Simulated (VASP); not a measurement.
Here is the system:

```xyz
2
Lattice="0.0000 3.2689 3.2689 3.2689 0.0000 3.2689 3.2689 3.2689 0.0000" Properties=species:S:1:pos:R:3 pbc="T T T"
Ba     0.0000     0.0000     0.0000
S      3.2689     3.2689     3.2689
```

Calculation: RPBE GGA, VASP's PBE PAW potentials (set 64) (plane waves; VASP). Settings: 520 eV cut-off, Gaussian smearing of 0.050 eV, potentials Ba_sv S.

Unless said otherwise, spin-orbit coupling is left out, though it shifts the bands of the heavy elements here.

Q: Give the energies of bands 6 to 11 at the high-symmetry points, in eV from the valence-band maximum.

A: 
```json
[
 {"band": "6", "Γ": "0.00", "X": "-0.57", "U": "-0.87", "L": "-1.73", "W": "-0.99"},
 {"band": "7", "Γ": "0.00", "X": "-0.16", "U": "-0.56", "L": "-0.95", "W": "-0.50"},
 {"band": "8", "Γ": "0.00", "X": "-0.16", "U": "-0.56", "L": "-0.95", "W": "-0.50"},
 {"band": "9", "Γ": "3.50", "X": "2.36", "U": "3.43", "L": "5.41", "W": "4.33"},
 {"band": "10", "Γ": "3.95", "X": "5.73", "U": "5.85", "L": "5.67", "W": "4.33"},
 {"band": "11", "Γ": "3.95", "X": "5.76", "U": "6.26", "L": "6.11", "W": "5.99"}
]
```

The gap is indirect, 2.36 eV, from the valence maximum at Γ to the conduction minimum at X.

The compound is BaS in the rock salt structure. It was relaxed first, which changed the volume by +7 %.
